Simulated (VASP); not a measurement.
Input for VASP

INCAR:
```
# general
SYSTEM   =  Ag
PREC     =  Accurate
ENCUT    =  500
LREAL    =  .FALSE.
LASPH    =  .TRUE.

# electronic loop
EDIFF    =  1E-6
NELM     =  100
ALGO     =  Normal
LMAXMIX  =  4

# smearing
ISMEAR   =  1
SIGMA    =  0.1

# ions
IBRION   =  2
NSW      =  40
ISIF     =  3
EDIFFG   =  -0.02
PSTRESS  =  100

# output
LWAVE    =  .FALSE.
LCHARG   =  .FALSE.
```

KPOINTS:
```
Automatic mesh
0
Gamma
16 16 16
0 0 0
```

**POSCAR**
```
Ag
1.0
  0.0000000000   1.9613521947   1.9613521947
  1.9613521947   0.0000000000   1.9613521947
  1.9613521947   1.9613521947   0.0000000000
Ag
1
direct
  0.0000000000   0.0000000000   0.0000000000
```

POTCAR, in this order: Ag (LDA.64 set). Program: vasp_std.

### Question
Translate this LDA calculation to Quantum ESPRESSO's pw.x.

### Answer
One equivalent input (not run):
```
&CONTROL
  calculation = 'vc-relax'
  pseudo_dir = './pseudo'
  outdir = './out'
  tprnfor = .true.
  tstress = .true.
  nstep = 40
  forc_conv_thr = 0.00078
/
&SYSTEM
  ibrav = 0
  nat = 1
  ntyp = 1
  ecutwfc = 86
  occupations = 'smearing'
  smearing = 'methfessel-paxton'
  degauss = 0.00735
  input_dft = 'pz'
/
&ELECTRONS
  conv_thr = 7.3e-08
  electron_maxstep = 100
/
&IONS
/
&CELL
  press = 100
/
ATOMIC_SPECIES
  Ag 107.868 Ag.upf
CELL_PARAMETERS angstrom
     0.0000000    1.9613522    1.9613522
     1.9613522   -0.0000000    1.9613522
     1.9613522    1.9613522    0.0000000
ATOMIC_POSITIONS crystal
  Ag   0.0000000  0.0000000  0.0000000
K_POINTS automatic
  16 16 16 0 0 0
```
The two are equivalent in intent, not identical: the potentials are each code's own (VASP's PAW set, PseudoDojo norm-conserving files in pw.x), so ENCUT and ecutwfc are chosen apart and not converted; conv_thr bounds pw.x's estimated SCF error, while EDIFF bounds the energy change between steps; forc_conv_thr acts on force components and is met together with etot_conv_thr.

The compound is Ag in the fcc structure. It was relaxed first under an external pressure of 10 GPa.
